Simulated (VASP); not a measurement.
Ga2Ge2O3:

```
Ga Ge O
1.0
     5.06110    0.00000    0.00000
    -2.53055    4.38304    0.00000
     0.00000    0.00000    5.24962
Ga Ge O
2 2 3
Direct
  0.00000 0.00000 0.80311
  0.00000 0.00000 0.19689
  0.33333 0.66667 0.00000
  0.66667 0.33333 0.00000
  0.33333 0.66667 0.50000
  0.66667 0.33333 0.50000
  0.00000 0.00000 0.50000
```

The cell was built by a generator and needn't be a form met in nature.

- Program: VASP 6.6.1
- Task: relaxation of cell and atoms
- Functional: PBE
- Potentials or basis: VASP PAW PBE potentials, release 64 (Ga_d, Ge_d, O)
- Cutoff: 520 eV
- k mesh: 3 × 3 × 3
- Occupations: gaussian, width 0.15 eV
- Spin: no spin polarisation

At the start: pressure 4.9 GPa; volume 16.64 Å³/atom.

How do energy, volume and symmetry change on relaxing?

Over 5 steps the energy falls by 17.8 meV/atom and the volume is 17.39 Å³/atom (+4.5 %); space group P6/mmm (No. 191, to 0.05 Å).

The path:
| step | energy change (eV) | largest force (eV/Å) | pressure (GPa) | volume (Å³) |
| --- | --- | --- | --- | --- |
| 1 | 0.0000 | 0.2183 | 4.86 | 116.45 |
| 2 | 0.0025 | 2.1730 | -2.93 | 125.09 |
| 3 | -0.1058 | 1.1046 | 0.88 | 120.56 |
| 4 | -0.0645 | 1.8490 | -0.58 | 124.00 |
| 5 | -0.1246 | 0.0072 | -0.14 | 121.74 |

Final structure:
```
CELL_PARAMETERS angstrom
5.09581 0.00000 0.00000
-2.54791 4.41310 0.00000
0.00000 0.00000 5.41355
ATOMIC_POSITIONS crystal
Ga 0.00000 0.00000 0.80113
Ga 0.00000 0.00000 0.19887
Ge 0.33333 0.66667 0.00000
Ge 0.66667 0.33333 0.00000
O 0.33333 0.66667 0.50000
O 0.66667 0.33333 0.50000
O 0.00000 0.00000 0.50000
```

Caveat: the k mesh is coarse (spacing up to 0.48 Å⁻¹), so the values aren't converged.
